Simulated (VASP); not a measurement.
# Be3Se2O (Cmc2_1) in VASP: density of states with PBE

Aim: the density of states of Be3Se2O with PBE.

Program: VASP 6.6.1. These are calculated values, not measurements. Logs are shortened: lines on timing, memory, paths and dates and some standing lists are left out, and cuts for length are marked.

### Step 1. Starting point

Symmetry: Cmc2_1, No. 36, orthorhombic system. The conventional cell has a = 10.156 Å, b = 5.744 Å, c = 5.445 Å, α = 90.00°, β = 90.00°, γ = 90.00°. Around Be (site symmetry 1) lie 1 O at 1.67 Å. Be (site symmetry m) has 2 O at 1.74 to 1.80 Å as nearest neighbours. Se (site symmetry 1) is surrounded by 4 Be at 2.23 to 2.27 Å. O (site symmetry m) has 4 Be at 1.67 to 1.80 Å as nearest neighbours.

The cell was built by a generator and needn't be a form met in nature.

### Step 2. Density of states, PBE

POSCAR reads:

```
Be3Se2O
1.0
    5.0780500000     -2.8719600000      0.0000000000
    5.0780500000      2.8719600000      0.0000000000
    0.0000000000      0.0000000000      5.4449600000
Be Se O
6 4 2
Direct
    0.8386350000      0.4292100000      0.4135620000
    0.5707900000      0.1613650000      0.4135620000
    0.1095090000      0.8904910000      0.3276790000
    0.4292100000      0.8386350000      0.9135620000
    0.1613650000      0.5707900000      0.9135620000
    0.8904910000      0.1095090000      0.8276790000
    0.8350330000      0.4840180000      0.0072250000
    0.4840180000      0.8350330000      0.5072250000
    0.1649670000      0.5159820000      0.5072250000
    0.5159820000      0.1649670000      0.0072250000
    0.8534360000      0.1465640000      0.4999890000
    0.1465640000      0.8534360000      0.9999890000
```

INCAR.step1 reads:

```
SYSTEM = Be3Se2O
PREC = Accurate
ENCUT = 520
EDIFF = 1E-7
ISMEAR = 0
SIGMA = 0.03
LREAL = .False.
LASPH = .True.
NELM = 80
ALGO = Normal
ISIF = 2
LWAVE = .False.
LCHARG = .True.
GGA = PE
NBANDS = 36
KPAR = 4
```

KPOINTS.step1 reads:

```
Automatic mesh
0
Gamma
  6 6 6
  0 0 0
```

INCAR.step2 reads:

```
SYSTEM = Be3Se2O
PREC = Accurate
ENCUT = 520
EDIFF = 1E-7
ISMEAR = -5
SIGMA = 0.03
LREAL = .False.
LASPH = .True.
NELM = 80
ALGO = Normal
ISIF = 2
LWAVE = .False.
LCHARG = .False.
GGA = PE
LORBIT = 11
NBANDS = 36
KPAR = 4
NEDOS = 1001
ICHARG = 11
```

KPOINTS.step2 reads:

```
Automatic mesh
0
Gamma
  9 9 9
  0 0 0
```

Potentials or basis: VASP PAW PBE potentials, release 64 (Be, Se, O).

Launch:

```
> cat potpaw_PBE.64/Be/POTCAR potpaw_PBE.64/Se/POTCAR potpaw_PBE.64/O/POTCAR > POTCAR
> cp INCAR.step1 INCAR
> cp KPOINTS.step1 KPOINTS
> mpirun -np 4 vasp_std > vasp.out
> cp INCAR.step2 INCAR
> cp KPOINTS.step2 KPOINTS
> mpirun -np 4 vasp_std > vasp.out
```

OUTCAR:

```text
SYSTEM = Be3Se2O
   PREC = Accurate
   ENCUT = 520
   EDIFF = 1E-7
   ISMEAR = -5
   LREAL = .False.
   LASPH = .True.
   NELM = 80
   ISIF = 2
   GGA = PE
   LORBIT = 11
   ICHARG = 11

 ion  position               nearest neighbor table
   1  0.839  0.429  0.414-  11 1.67   7 2.23   8 2.26   9 2.27
   2  0.571  0.161  0.414-  11 1.67  10 2.23   9 2.26   8 2.27
   3  0.110  0.890  0.328-  11 1.74  12 1.80   8 2.26   9 2.26
   4  0.429  0.839  0.914-  12 1.67   8 2.23   7 2.26  10 2.27
   5  0.161  0.571  0.914-  12 1.67   9 2.23  10 2.26   7 2.27
   6  0.890  0.110  0.828-  12 1.74  11 1.80   7 2.26  10 2.26
   7  0.835  0.484  0.007-   1 2.23   4 2.26   6 2.26   5 2.27
   8  0.484  0.835  0.507-   4 2.23   1 2.26   3 2.26   2 2.27
   9  0.165  0.516  0.507-   5 2.23   2 2.26   3 2.26   1 2.27
  10  0.516  0.165  0.007-   2 2.23   5 2.26   6 2.26   4 2.27
  11  0.853  0.147  0.500-   1 1.67   2 1.67   3 1.74   6 1.80
  12  0.147  0.853  1.000-   4 1.67   5 1.67   6 1.74   3 1.80

  LATTYP: Found a base centered orthorhombic cell.
 ALAT       =     5.7439200000
 B/A-ratio  =     1.7681478851
 C/A-ratio  =     0.9479519213

  Lattice vectors:

 A1 = (  -5.0780500000,  -2.8719600000,   0.0000000000)
 A2 = (   5.0780500000,  -2.8719600000,   0.0000000000)
 A3 = (   0.0000000000,   0.0000000000,   5.4449600000)

Analysis of symmetry for initial positions (statically):
=====================================================================
 Subroutine PRICEL returns:
 Original cell was already a primitive cell.

 Routine SETGRP: Setting up the symmetry group for a
 base centered orthorhombic supercell.

 Subroutine GETGRP returns: Found  4 space group operations
 (whereof  2 operations were pure point group operations)
 out of a pool of  8 trial point group operations.

The static configuration has the point symmetry C_1h.
 The point group associated with its full space group is C_2v.

Analysis of symmetry for dynamics (positions and initial velocities):
=====================================================================
 Subroutine PRICEL returns:
 Original cell was already a primitive cell.

 Routine SETGRP: Setting up the symmetry group for a
 base centered orthorhombic supercell.

 Subroutine GETGRP returns: Found  4 space group operations
 (whereof  2 operations were pure point group operations)
 out of a pool of  8 trial point group operations.

The dynamic configuration has the point symmetry C_1h.
 The point group associated with its full space group is C_2v.

 Subroutine INISYM returns: Found  4 space group operations
 (whereof  2 operations are pure point group operations),
 and found     1 'primitive' translations

----------------------------------------------------------------------------------------

                                     Primitive cell

  volume of cell :     158.8181

  direct lattice vectors                    reciprocal lattice vectors
     5.078050000 -2.871960000  0.000000000     0.098462993 -0.174097132  0.000000000
     5.078050000  2.871960000  0.000000000     0.098462993  0.174097132  0.000000000
     0.000000000  0.000000000  5.444960000     0.000000000  0.000000000  0.183656078

  length of vectors
     5.833930583  5.833930583  5.444960000     0.200011931  0.200011931  0.183656078

  position of ions in fractional coordinates (direct lattice)
     0.838635000  0.429210000  0.413562000
     0.570790000  0.161365000  0.413562000
     0.109509000  0.890491000  0.327679000
     0.429210000  0.838635000  0.913562000
     0.161365000  0.570790000  0.913562000
     0.890491000  0.109509000  0.827679000
     0.835033000  0.484018000  0.007225000
     0.484018000  0.835033000  0.507225000
     0.164967000  0.515982000  0.507225000
     0.515982000  0.164967000  0.007225000
     0.853436000  0.146564000  0.499989000
     0.146564000  0.853436000  0.999989000

  ion indices of the primitive-cell ions
   primitive index   ion index
                 1           1
                 2           2
                 3           3
                 4           4
                 5           5
                 6           6
                 7           7
                 8           8
                 9           9
                10          10
                11          11
                12          12

----------------------------------------------------------------------------------------

 KPOINTS: Automatic mesh

Automatic generation of k-mesh.
 Grid dimensions read from file:
 generate k-points for:    9    9    9

 Generating k-lattice:

  Cartesian coordinates                     Fractional coordinates (reciprocal lattice)
     0.010940333 -0.019344126  0.000000000     0.111111111  0.000000000  0.000000000
     0.010940333  0.019344126  0.000000000     0.000000000  0.111111111  0.000000000
     0.000000000  0.000000000  0.020406231     0.000000000  0.000000000  0.111111111

  Length of vectors
     0.022223548  0.022223548  0.020406231

  Shift w.r.t. Gamma in fractional coordinates (k-lattice)
     0.000000000  0.000000000  0.000000000

 TETIRR: Found   1097 inequivalent tetrahedra from     4374

 Subroutine IBZKPT returns following result:
 ===========================================

 Found    125 irreducible k-points:

 Following reciprocal coordinates:
            Coordinates               Weight
  0.000000  0.000000  0.000000      1.000000
  0.111111 -0.000000  0.000000      4.000000
  0.222222  0.000000  0.000000      4.000000
  0.333333 -0.000000  0.000000      4.000000
  0.444444  0.000000  0.000000      4.000000
  0.111111  0.111111  0.000000      2.000000
[... 16 lines left out ...]
 -0.333333  0.333333  0.000000      2.000000
  0.444444  0.444444  0.000000      2.000000
 [... further k-points ...]
   k-points           NKPTS =    125   k-points in BZ     NKDIM =    125   number of bands    NBANDS=     36
   number of dos      NEDOS =   1001   number of ions     NIONS =     12
   total plane-waves  NPLWV =  92160
   dimension x,y,z NGX =    48 NGY =   48 NGZ =   40
   dimension x,y,z NGXF=    96 NGYF=   96 NGZF=   80
   ions per type =               6   4   2
   NGX,Y,Z   is equivalent  to a cutoff of  13.68, 13.68, 12.21 a.u.
   NGXF,Y,Z  is equivalent  to a cutoff of  27.36, 27.36, 24.43 a.u.
 SYSTEM =  Be3Se2O
   PREC   = accura    normal or accurate (medium, high low for compatibility)
   ISTART =      0    job   : 0-new  1-cont  2-samecut
   ICHARG =     11    charge: 1-file 2-atom 10-const
   ISPIN  =      1    spin polarized calculation?
   LNONCOLLINEAR =      F non collinear calculations
   LSORBIT =      F    spin-orbit coupling
   LASPH  =      T    aspherical Exc in radial PAW
   ENCUT  =  520.0 eV  38.22 Ry    6.18 a.u.  10.85 10.85 10.12*2*pi/ulx,y,z
   NELM   =     80;   NELMIN=  2; NELMDL=  0     # of ELM steps
   EDIFF  = 0.1E-06   stopping-criterion for ELM
   LREAL  =      F    real-space projection
   EDIFFG = 0.1E-05   stopping-criterion for IOM
   NSW    =      0    number of steps for IOM
   IBRION =     -1    ionic relax: 0-MD 1-quasi-New 2-CG
   NFREE  =      0    steps in history (QN), initial steepest desc. (CG)
   ISIF   =      2    stress and relaxation
   ISYM   =      2    0-nonsym 1-usesym 2-fastsym
   POTIM  = 0.5000    time-step for ionic-motion
   TEBEG  =    0.0;   TEEND  =   0.0 temperature during run
   PSTRESS=    0.0 pullay stress
   NELECT =      48.0000    total number of electrons
   NUPDOWN=      -1.0000    fix difference up-down
   EMIN   =  10.00;   EMAX   =-10.00  energy-range for DOS
   EFERMI =   0.00;   METHOD = LEGACY
   ISMEAR =    -5;   SIGMA  =   0.03  broadening in eV -4-tet -1-fermi 0-gaus
   EFERMI_NEDOS =   21; number of points for ismear=-14 and -15
   IALGO  =     38    algorithm
   IMIX   =      4    mixing-type and parameters
     AMIX     =   0.40;   BMIX     =  1.00
     AMIX_MAG =   1.60;   BMIX_MAG =  1.00
  volume/ion in A,a.u.               =      13.23        89.31
  Fermi-wavevector in a.u.,A,eV,Ry     =   1.098640  2.076128 16.422352  1.207009
  Thomas-Fermi vector in A             =   2.235020
   LORBIT       =     11    0 simple, 1 ext, 2 COOP (PROOUT), +10 PAW based schemes
   GGA     = PE    functional components
   LHFCALC =     F    Hartree Fock is set to
   AEXX    =    0.0000 exact exchange contribution
   IVDW    =     0    specifies the selected vdW correction
   LEPSILON=     F    determine dielectric tensor
   LRPA    =     F    only Hartree local field effects (RPA)
 non-spin polarized calculation
 Fermi weights with tetrahedron method with Bloechl corrections
  energy-cutoff  :      520.00
  volume of cell :      158.82
 maximum number of plane-waves:      4300
 NGX is ok and might be reduce to    48

 number of electron      47.9999991 magnetization

 Free energy of the ion-electron system (eV)
  ---------------------------------------------------
  ext. energy  EPLUGINS =         0.00000000
  ---------------------------------------------------
  free energy    TOTEN  =       -61.43011187 eV

  energy without entropy =      -61.43011187  energy(sigma->0) =      -61.43011187

 E-fermi :   4.3098     XC(G=0):  -9.9789

 val. band max:        4.3045110195   @ k =  -0.3333   0.3333   0.0000
 cond. band min:       7.3013297663   @ k =  -0.3333   0.3333   0.3333
 fundamental gap:      2.9968187469
 Fermi energy:         4.3098226273

 k-point     1 :       0.0000    0.0000    0.0000
  band No.  band energies     occupation
      1     -15.3309      2.00000
      2     -15.1493      2.00000
      3      -9.4069      2.00000
      4      -7.9375      2.00000
      5      -7.4722      2.00000
      6      -7.4382      2.00000
[... 28 lines left out ...]
     35      12.2106      0.00000
     36      12.5294      0.00000

 k-point     2 :       0.1111   -0.0000    0.0000
  band No.  band energies     occupation
      1     -15.3287      2.00000
      2     -15.1501      2.00000
      3      -9.3806      2.00000
      4      -7.9413      2.00000
      5      -7.6357      2.00000
      6      -7.3422      2.00000
[... 28 lines left out ...]
     35      12.1850      0.00000
     36      12.6218      0.00000
[... 817 lines left out ...]
     35      11.7367      0.00000
     36      12.0284      0.00000

 k-point    24 :       0.4444    0.4444    0.0000
  band No.  band energies     occupation
      1     -15.3211      2.00000
      2     -15.1492      2.00000
      3      -9.1296      2.00000
      4      -8.1141      2.00000
      5      -7.9930      2.00000
      6      -7.3720      2.00000
[... 28 lines left out ...]
     35      11.6108      0.00000
     36      11.7405      0.00000

 [... further k-points ...]

------------------------ aborting loop because EDIFF is reached ----------------------------------------

  FORCE on cell =-STRESS in cart. coord.  units (eV):
  Direction    XX          YY          ZZ          XY          YZ          ZX
  --------------------------------------------------------------------------------------
  -------------------------------------------------------------------------------------
  Total        0.0102762      0.0146574      0.0053200      0.0000000      0.0000000      0.0000000
  in kB        0.1036674      0.1478657      0.0536685      0.0000000      0.0000000      0.0000000
  external PRESSURE =       0.1017339 kB  Pullay stress =       0.0000000 kB

 VOLUME and BASIS-vectors are now :
 -----------------------------------------------------------------------------
  energy-cutoff  :      520.00
  volume of cell :      158.82
      direct lattice vectors                 reciprocal lattice vectors
     5.078050000 -2.871960000  0.000000000     0.098462993 -0.174097132  0.000000000
     5.078050000  2.871960000  0.000000000     0.098462993  0.174097132  0.000000000
     0.000000000  0.000000000  5.444960000     0.000000000  0.000000000  0.183656078

 POSITION                                       TOTAL-FORCE (eV/Angst)
 -----------------------------------------------------------------------------------
      6.43818     -1.17585      2.25183         0.000948      0.003012      0.000259
      3.71792     -1.17585      2.25183        -0.000948      0.003012      0.000259
      5.07805      2.24295      1.78420         0.000000      0.001957      0.002556
      6.43818      1.17585      4.97431         0.000948     -0.003012      0.000259
      3.71792      1.17585      4.97431        -0.000948     -0.003012      0.000259
      5.07805     -2.24295      4.50668         0.000000     -0.001957      0.002556
      6.69821     -1.00810      0.03934         0.004469      0.000346     -0.001131
      6.69821      1.00810      2.76182         0.004469     -0.000346     -0.001131
      3.45789      1.00810      2.76182        -0.004469     -0.000346     -0.001131
      3.45789     -1.00810      0.03934        -0.004469      0.000346     -0.001131
      5.07805     -2.03011      2.72242         0.000000      0.001290     -0.000812
      5.07805      2.03011      5.44490         0.000000     -0.001290     -0.000812
 -----------------------------------------------------------------------------------
    total drift:                               -0.000000     -0.000000     -0.000161

  FREE ENERGIE OF THE ION-ELECTRON SYSTEM (eV)
  ---------------------------------------------------
  free  energy   TOTEN  =       -61.4301118723 eV

  energy  without entropy=      -61.4301118723  energy(sigma->0) =      -61.43011187

 total charge

# of ion       s       p       d       tot
------------------------------------------
    1        0.380   0.628   0.000   1.008
    2        0.380   0.628   0.000   1.008
    3        0.354   0.575   0.000   0.929
    4        0.380   0.628   0.000   1.008
    5        0.380   0.628   0.000   1.008
    6        0.354   0.575   0.000   0.929
    7        1.434   2.523   0.037   3.993
    8        1.434   2.523   0.037   3.993
    9        1.434   2.523   0.037   3.993
   10        1.434   2.523   0.037   3.993
   11        1.541   3.557   0.000   5.098
   12        1.541   3.557   0.000   5.098
--------------------------------------------------
tot         11.045  20.868   0.146  32.060
```

It took 3.3 min on 4 MPI ranks of Intel Xeon Platinum 8488C (Sapphire Rapids), shared host; peak memory 0.68 GiB.

Results:

* Valence electrons inside the program's atomic spheres: Be 1.01, 0.93; Se 3.99; O 5.10

States per cell in windows of 1 eV (zero at the valence-band top; states under -8 eV left out):
| from (eV) | total | O11_p | O12_p | Se7_p | Se8_p | Se9_p | Se10_p |
| --- | --- | --- | --- | --- | --- | --- | --- |
| -8.0 | 0.00 | 0.00 | 0.00 | 0.00 | 0.00 | 0.00 | 0.00 |
| -7.0 | 6.16 | 1.21 | 1.21 | 0.11 | 0.11 | 0.11 | 0.11 |
| -6.0 | 6.15 | 1.46 | 1.46 | 0.08 | 0.08 | 0.08 | 0.08 |
| -5.0 | 5.12 | 0.36 | 0.36 | 0.37 | 0.37 | 0.37 | 0.37 |
| -4.0 | 3.60 | 0.23 | 0.23 | 0.29 | 0.29 | 0.29 | 0.29 |
| -3.0 | 4.98 | 0.17 | 0.17 | 0.49 | 0.49 | 0.49 | 0.49 |
| -2.0 | 6.20 | 0.13 | 0.13 | 0.68 | 0.68 | 0.68 | 0.68 |
| -1.0 | 4.08 | 0.06 | 0.06 | 0.50 | 0.50 | 0.50 | 0.50 |
| 0.0 | 0.00 | 0.00 | 0.00 | 0.00 | 0.00 | 0.00 | 0.00 |
| 1.0 | 0.00 | 0.00 | 0.00 | 0.00 | 0.00 | 0.00 | 0.00 |
| 2.0 | 0.00 | 0.00 | 0.00 | 0.00 | 0.00 | 0.00 | 0.00 |
| 3.0 | 2.53 | 0.02 | 0.02 | 0.02 | 0.02 | 0.02 | 0.02 |
| 4.0 | 5.40 | 0.08 | 0.08 | 0.07 | 0.07 | 0.07 | 0.07 |
| 5.0 | 5.69 | 0.11 | 0.11 | 0.10 | 0.10 | 0.10 | 0.10 |
| 6.0 | 5.83 | 0.13 | 0.13 | 0.12 | 0.12 | 0.12 | 0.12 |
| 7.0 | 4.48 | 0.08 | 0.08 | 0.10 | 0.10 | 0.10 | 0.10 |
